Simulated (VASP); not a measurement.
**NaIr: equation of state with PBE**

The system is NaIr.

```
Na Ir
1.0
     1.39151   -2.32260    0.00000
     1.39151    2.32260    0.00000
     0.00000    0.00000    5.08522
Na Ir
1 1
Direct
  0.00000 0.00000 0.00000
  0.50000 0.50000 0.50000
```

The cell was built by a generator and needn't be a form met in nature.

| Quantity | Value |
| --- | --- |
| Program | VASP 6.6.1 |
| Task | equation of state |
| Functional | PBE |
| Potentials or basis | VASP PAW PBE potentials, release 64 (Na_pv, Ir) |
| Cutoff | 520 eV |
| k mesh | 11 × 11 × 5 |
| Occupations | fermi-dirac, width 0.05 eV |
| Spin | no spin polarisation |
| Further INCAR settings | ALGO = Normal; EDIFF = 1e-07; NBANDS = 15 |

* Equilibrium volume: 16.46 Å³/atom
* Bulk modulus at fixed shape and positions: 122 GPa
* Pressure derivative of the bulk modulus: 5.0

Energy against volume, from the lowest point:
| volume (Å³/atom) | energy (meV/atom) |
| --- | --- |
| 15.449 | 26.70 |
| 15.778 | 11.63 |
| 16.106 | 2.97 |
| 16.435 | 0.00 |
| 16.764 | 2.08 |
| 17.092 | 8.64 |
| 17.421 | 19.17 |

All runs of the series together: 2.3 min on 1 thread of Intel(R) Xeon(R) Platinum 8559C (Emerald Rapids), on a shared host.

Caveat: the cell was scaled at fixed shape and fractional positions, which overstates the stiffness of a crystal with free parameters, most of all of layers and chains. The run has no spin-orbit coupling, so splittings on Ir are missing.
